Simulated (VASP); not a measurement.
Level of theory: PBEsol GGA, VASP's PBE PAW potentials (set 64) (plane waves; VASP).

VASP input:

**INCAR**
```
# general
SYSTEM =SnGeSe2
PREC   =Accurate
ENCUT  =400
LREAL  =.FALSE.
LASPH  =.TRUE.

# electronic loop
EDIFF  =1E-6   # SCF stop (eV)
NELM   =100   # most electronic steps
ALGO   =Normal
LMAXMIX=4   # l cut-off of mixed one-centre charges

# smearing
ISMEAR =0   # Gaussian
SIGMA  =0.05

# functional
GGA    =PS   # PBEsol

# ions
IBRION =2   # conjugate gradients
NSW    =60   # most ionic steps
ISIF   =3   # ions, shape and volume
EDIFFG =-0.02   # ionic stop

# output
LWAVE  =.FALSE.
LCHARG =.FALSE.
```

POSCAR:
```
SnGeSe2
1
    4.0156600430     0.0000000000     0.0000000000
    0.0000000000     4.2955032092     0.0000000000
    0.0000000000     0.0000000000    11.1235881903
Sn Ge Se
2 2 4
Direct
  0.5000000000   0.3466021936   0.3912286800
  0.5000000000   0.6533978064   0.8912286800
  0.0000000000   0.1372783191   0.6229766573
  0.0000000000   0.8627216809   0.1229766573
  0.0000000000   0.2186130505   0.8486092201
  0.0000000000   0.7813869495   0.3486092201
  0.5000000000   0.2490391530   0.1371854425
  0.5000000000   0.7509608470   0.6371854425
```

KPOINTS:
```
Automatic mesh
0
Gamma
5 5 2
0 0 0
```

POTCAR, in this order: Sn_d Ge_d Se (PBE.64 set). Program: vasp_std.

The run wrote:

### OUTCAR
```
 ion  position               nearest neighbor table
   1  0.500  0.347  0.391-   6 2.78   6 2.78   7 2.86   6 3.19   6 3.19   8 3.24
   2  0.500  0.653  0.891-   5 2.78   5 2.78   8 2.86   5 3.19   5 3.19   7 3.24
   3  0.000  0.137  0.623-   5 2.53   8 2.61   8 2.61
   4  0.000  0.863  0.123-   6 2.53   7 2.61   7 2.61
   5  0.000  0.219  0.849-   3 2.53   2 2.78   2 2.78   2 3.19   2 3.19
   6  0.000  0.781  0.349-   4 2.53   1 2.78   1 2.78   1 3.19   1 3.19
   7  0.500  0.249  0.137-   4 2.61   4 2.61   1 2.86   2 3.24
   8  0.500  0.751  0.637-   3 2.61   3 2.61   2 2.86   1 3.24
  LATTYP: Found a simple orthorhombic cell.
 ALAT       =     4.0156600430
 B/A-ratio  =     1.0696879624
 C/A-ratio  =     2.7700522632
 Subroutine PRICEL returns:
 Original cell was already a primitive cell.
 Subroutine GETGRP returns: Found  4 space group operations
The static configuration has the point symmetry C_1h.
 The point group associated with its full space group is C_2v.
The dynamic configuration has the point symmetry C_1h.
 Subroutine INISYM returns: Found  4 space group operations
 Subroutine IBZKPT returns following result:
 Found     18 irreducible k-points:

 Following reciprocal coordinates:
            Coordinates               Weight
  0.000000  0.000000  0.000000      1.000000
  0.200000  0.000000  0.000000      2.000000
  0.400000  0.000000  0.000000      2.000000
  0.000000  0.200000  0.000000      2.000000
  0.200000  0.200000  0.000000      4.000000
  0.400000  0.200000  0.000000      4.000000
  0.000000  0.400000  0.000000      2.000000
  0.200000  0.400000  0.000000      4.000000
  0.400000  0.400000  0.000000      4.000000
  0.000000  0.000000  0.500000      1.000000
  0.200000  0.000000  0.500000      2.000000
  0.400000  0.000000  0.500000      2.000000
  0.000000  0.200000  0.500000      2.000000
  0.200000  0.200000  0.500000      4.000000
  0.400000  0.200000  0.500000      4.000000
  0.000000  0.400000  0.500000      2.000000
  0.200000  0.400000  0.500000      4.000000
  0.400000  0.400000  0.500000      4.000000
   k-points           NKPTS =     18   k-points in BZ     NKDIM =     18   number of bands    NBANDS=     48
   number of dos      NEDOS =    301   number of ions     NIONS =      8
   total plane-waves  NPLWV =  62720
   dimension x,y,z NGX =    28 NGY =   28 NGZ =   80
   dimension x,y,z NGXF=    56 NGYF=   56 NGZF=  160
   ions per type =               2   2   4
   PREC   = accura    normal or accurate (medium, high low for compatibility)
   ISTART =      0    job   : 0-new  1-cont  2-samecut
   ICHARG =      2    charge: 1-file 2-atom 10-const
   ISPIN  =      1    spin polarized calculation?
   LNONCOLLINEAR =      F non collinear calculations
   LSORBIT =      F    spin-orbit coupling
   INIWAV =      1    electr: 0-lowe 1-rand  2-diag
   ENCUT  =  400.0 eV  29.40 Ry    5.42 a.u.   6.55  7.00 18.14*2*pi/ulx,y,z
   NELM   =    100;   NELMIN=  2; NELMDL= -5     # of ELM steps
   EDIFF  = 0.1E-05   stopping-criterion for ELM
   LREAL  =      F    real-space projection
   NLSPLINE    = F    spline interpolate recip. space projectors
   LMAXMIX     =    4 max onsite mixed and CHGCAR
   VOSKOWN=      0    Vosko Wilk Nusair interpolation
   EDIFFG = -.2E-01   stopping-criterion for IOM
   NSW    =     60    number of steps for IOM
   NBLOCK =      1;   KBLOCK =     60    inner block; outer block
   IBRION =      2    ionic relax: 0-MD 1-quasi-New 2-CG
   NFREE  =      1    steps in history (QN), initial steepest desc. (CG)
   ISIF   =      3    stress and relaxation
   ISYM   =      2    0-nonsym 1-usesym 2-fastsym
   TEIN   =    0.0    initial temperature
   TEBEG  =    0.0;   TEEND  =   0.0 temperature during run
   SMASS  =  -3.00    Nose mass-parameter (am)
   PSTRESS=    0.0 pullay stress
   NELECT =      80.0000    total number of electrons
...
```

File OSZICAR:
```
       N       E                     dE             d eps       ncg     rms          rms(c)
DAV:   1     0.807579710709E+03    0.80758E+03   -0.32314E+04  2112   0.256E+03
DAV:   2     0.127480370589E+03   -0.68010E+03   -0.65387E+03  1728   0.780E+02
DAV:   3    -0.251878611275E+02   -0.15267E+03   -0.14718E+03  2000   0.221E+02
DAV:   4    -0.365630679579E+02   -0.11375E+02   -0.11238E+02  2064   0.681E+01
DAV:   5    -0.368902698110E+02   -0.32720E+00   -0.32689E+00  2008   0.120E+01    0.660E+00
DAV:   6    -0.364062284236E+02    0.48404E+00   -0.92106E-01  2416   0.556E+00    0.406E+00
DAV:   7    -0.363760915201E+02    0.30137E-01   -0.40296E-01  2304   0.259E+00    0.114E+00
DAV:   8    -0.363695639064E+02    0.65276E-02   -0.49912E-02  2328   0.154E+00    0.255E-01
DAV:   9    -0.363696098516E+02   -0.45945E-04   -0.50599E-03  2088   0.473E-01    0.829E-02
DAV:  10    -0.363696262136E+02   -0.16362E-04   -0.40840E-04  2240   0.109E-01    0.368E-02
DAV:  11    -0.363696402496E+02   -0.14036E-04   -0.89455E-05  2328   0.614E-02    0.127E-02
DAV:  12    -0.363696351670E+02    0.50826E-05   -0.22946E-05  2152   0.293E-02    0.433E-03
DAV:  13    -0.363696352759E+02   -0.10892E-06   -0.26050E-06  1448   0.102E-02
   1 F= -.36369635E+02 E0= -.36369635E+02  d E =-.363696E+02
       N       E                     dE             d eps       ncg     rms          rms(c)
DAV:   1    -0.363828192069E+02   -0.13184E-01   -0.39113E-01  2056   0.428E+00    0.656E-01
DAV:   2    -0.363757909755E+02    0.70282E-02   -0.27527E-02  2232   0.165E+00    0.364E-01
DAV:   3    -0.363720093114E+02    0.37817E-02   -0.65823E-03  2216   0.857E-01    0.917E-02
DAV:   4    -0.363720090553E+02    0.25603E-06   -0.21805E-03  1912   0.356E-01    0.343E-02
DAV:   5    -0.363720016051E+02    0.74502E-05   -0.15873E-04  2208   0.926E-02    0.167E-02
DAV:   6    -0.363720016637E+02   -0.58599E-07   -0.12028E-05  2080   0.224E-02    0.776E-03
DAV:   7    -0.363720018095E+02   -0.14572E-06   -0.20487E-06  1200   0.140E-02
   2 F= -.36372002E+02 E0= -.36372002E+02  d E =-.236653E-02
       N       E                     dE             d eps       ncg     rms          rms(c)
DAV:   1    -0.363739120107E+02   -0.19103E-02   -0.63758E-02  2160   0.173E+00    0.264E-01
DAV:   2    -0.363727419752E+02    0.11700E-02   -0.41944E-03  2256   0.704E-01    0.147E-01
DAV:   3    -0.363721309796E+02    0.61100E-03   -0.12195E-03  2192   0.360E-01    0.364E-02
DAV:   4    -0.363721349311E+02   -0.39515E-05   -0.37545E-04  1936   0.153E-01    0.143E-02
DAV:   5    -0.363721336546E+02    0.12766E-05   -0.21951E-05  2144   0.326E-02    0.641E-03
DAV:   6    -0.363721338187E+02   -0.16409E-06   -0.24467E-06  1328   0.106E-02
   3 F= -.36372134E+02 E0= -.36372134E+02  d E =-.249854E-02
       N       E                     dE             d eps       ncg     rms          rms(c)
DAV:   1    -0.363842557241E+02   -0.12122E-01   -0.34021E-01  2112   0.421E+00    0.647E-01
DAV:   2    -0.363770492601E+02    0.72065E-02   -0.24483E-02  2232   0.173E+00    0.364E-01
DAV:   3    -0.363734886165E+02    0.35606E-02   -0.66549E-03  2176   0.835E-01    0.765E-02
DAV:   4    -0.363734788409E+02    0.97756E-05   -0.16070E-03  1960   0.327E-01    0.330E-02
DAV:   5    -0.363734675337E+02    0.11307E-04   -0.88755E-05  2168   0.682E-02    0.143E-02
DAV:   6    -0.363734672488E+02    0.28488E-06   -0.88570E-06  1912   0.216E-02
   4 F= -.36373467E+02 E0= -.36373467E+02  d E =-.133343E-02
       N       E                     dE             d eps       ncg     rms          rms(c)
DAV:   1    -0.363750017001E+02   -0.15342E-02   -0.43134E-02  2096   0.149E+00    0.231E-01
DAV:   2    -0.363740900853E+02    0.91161E-03   -0.31006E-03  2248   0.645E-01    0.130E-01
DAV:   3    -0.363736363631E+02    0.45372E-03   -0.87137E-04  2152   0.313E-01    0.273E-02
DAV:   4    -0.363736356805E+02    0.68259E-06   -0.23015E-04  1968   0.125E-01    0.120E-02
DAV:   5    -0.363736334255E+02    0.22550E-05   -0.11496E-05  2048   0.258E-02    0.525E-03
DAV:   6    -0.363736332827E+02    0.14283E-06   -0.11693E-06  1104   0.853E-03
   5 F= -.36373633E+02 E0= -.36373633E+02  d E =-.149946E-02
       N       E                     dE             d eps       ncg     rms          rms(c)
DAV:   1    -0.363764776446E+02   -0.28442E-02   -0.18583E-01  1888   0.221E+00    0.312E-01
DAV:   2    -0.363754845352E+02    0.99311E-03   -0.10075E-02  2176   0.869E-01    0.183E-01
DAV:   3    -0.363744723747E+02    0.10122E-02   -0.98315E-04  2592   0.280E-01    0.621E-02
DAV:   4    -0.363744237665E+02    0.48608E-04   -0.64561E-04  2320   0.154E-01    0.138E-02
DAV:   5    -0.363744264986E+02   -0.27320E-05   -0.76894E-05  1912   0.775E-02    0.867E-03
DAV:   6    -0.363744265189E+02   -0.20305E-07   -0.30183E-06  1576   0.162E-02
   6 F= -.36374427E+02 E0= -.36374427E+02  d E =-.793236E-03
       N       E                     dE             d eps       ncg     rms          rms(c)
DAV:   1    -0.363746413917E+02   -0.21489E-03   -0.14470E-02  1888   0.617E-01    0.870E-02
DAV:   2    -0.363745659154E+02    0.75476E-04   -0.79370E-04  2192   0.262E-01    0.512E-02
DAV:   3    -0.363744872179E+02    0.78698E-04   -0.77212E-05  2648   0.862E-02    0.176E-02
DAV:   4    -0.363744835636E+02    0.36543E-05   -0.54587E-05  2320   0.444E-02    0.397E-03
DAV:   5    -0.363744837219E+02   -0.15833E-06   -0.67305E-06  1856   0.235E-02
   7 F= -.36374484E+02 E0= -.36374484E+02  d E =-.850439E-03
       N       E                     dE             d eps       ncg     rms          rms(c)
DAV:   1    -0.363745011453E+02   -0.17582E-04   -0.13530E-03  1896   0.188E-01    0.265E-02
DAV:   2    -0.363744944472E+02    0.66982E-05   -0.72441E-05  2336   0.784E-02    0.155E-02
DAV:   3    -0.363744872773E+02    0.71699E-05   -0.54832E-06  1704   0.263E-02    0.549E-03
DAV:   4    -0.363744869727E+02    0.30452E-06   -0.62420E-06  1944   0.145E-02
   8 F= -.36374487E+02 E0= -.36374487E+02  d E =-.853690E-03
       N       E                     dE             d eps       ncg     rms          rms(c)
DAV:   1    -0.363750161273E+02   -0.52885E-03   -0.76751E-02  1880   0.138E+00    0.142E-01
DAV:   2    -0.363749602026E+02    0.55925E-04   -0.31879E-03  2496   0.474E-01    0.796E-02
DAV:   3    -0.363748066867E+02    0.15352E-03   -0.16439E-04  2456   0.126E-01    0.346E-02
DAV:   4    -0.363747859281E+02    0.20759E-04   -0.10610E-04  2288   0.730E-02    0.663E-03
DAV:   5    -0.363747875031E+02   -0.15750E-05   -0.21262E-05  1912   0.412E-02    0.354E-03
DAV:   6    -0.363747875844E+02   -0.81329E-07   -0.56817E-07   992   0.628E-03
   9 F= -.36374788E+02 E0= -.36374788E+02  d E =-.300612E-03
```

**OUTCAR**
```
------------------------ aborting loop because EDIFF is reached ----------------------------------------
  FORCE on cell =-STRESS in cart. coord.  units (eV):
  Direction    XX          YY          ZZ          XY          YZ          ZX
  --------------------------------------------------------------------------------------
  Total        0.1106330      0.1183143     -0.0408589      0.0000000      0.0000000      0.0000000
  in kB        0.9238287      0.9879701     -0.3411880      0.0000000      0.0000000      0.0000000
  external PRESSURE =       0.5235369 kB  Pullay stress =       0.0000000 kB
  volume of cell :      191.87
      direct lattice vectors                 reciprocal lattice vectors
     3.984839768  0.000000000  0.000000000     0.250951119  0.000000000  0.000000000
     0.000000000  4.337821905  0.000000000     0.000000000  0.230530442  0.000000000
     0.000000000  0.000000000 11.099958581     0.000000000  0.000000000  0.090090426
 POSITION                                       TOTAL-FORCE (eV/Angst)
 -----------------------------------------------------------------------------------
      1.99242      1.50148      4.34058         0.000000     -0.006212      0.004620
      1.99242      2.83635      9.89056         0.000000      0.006212      0.004620
      0.00000      0.58951      6.91489         0.000000     -0.009053     -0.008747
      0.00000      3.74831      1.36491         0.000000      0.009053     -0.008747
      0.00000      0.95817      9.41315         0.000000      0.013887     -0.009202
      0.00000      3.37966      3.86317         0.000000     -0.013887     -0.009202
      1.99242      1.08054      1.53130         0.000000      0.002445      0.013329
      1.99242      3.25728      7.08128         0.000000     -0.002445      0.013329
 -----------------------------------------------------------------------------------
    total drift:                                0.000000      0.000000      0.002647
  FREE ENERGIE OF THE ION-ELECTRON SYSTEM (eV)
  ---------------------------------------------------
  free  energy   TOTEN  =       -36.3747875844 eV

  energy  without entropy=      -36.3747875844  energy(sigma->0) =      -36.37478758

 reached required accuracy - stopping structural energy minimisation
```
(Selected blocks of OUTCAR.)

CONTCAR:
```
SnGeSe2
   1.00000000000000
     3.9848397678008847    0.0000000000000000    0.0000000000000000
     0.0000000000000000    4.3378219045298252    0.0000000000000000
     0.0000000000000000    0.0000000000000000   11.0999585807213883
  Sn              Ge              Se
     2     2     4
Direct
     0.5000000000000000    0.3461357076658274    0.3910446972792979
     0.5000000000000000    0.6538642923341726    0.8910446972792978
     0.0000000000000000    0.1359006842972096    0.6229651587884192
     0.0000000000000000    0.8640993157027905    0.1229651587884191
     0.0000000000000000    0.2208864564704176    0.8480348737691109
     0.0000000000000000    0.7791135435295823    0.3480348737691110
     0.5000000000000000    0.2490978869610333    0.1379552700631702
     0.5000000000000000    0.7509021130389666    0.6379552700631703
```

Without a dispersion term in the relaxation, distances and binding between the weakly bound layers, chains or molecules are unreliable, and so is what depends on them.

The structure comes from a computed database's SnGeSe2 entry (Pmc2_1); how it stands against other phases isn't given here. This run relaxes it. Symmetry was kept, so distortions that lower it aren't found. The start is the result of an earlier pass.
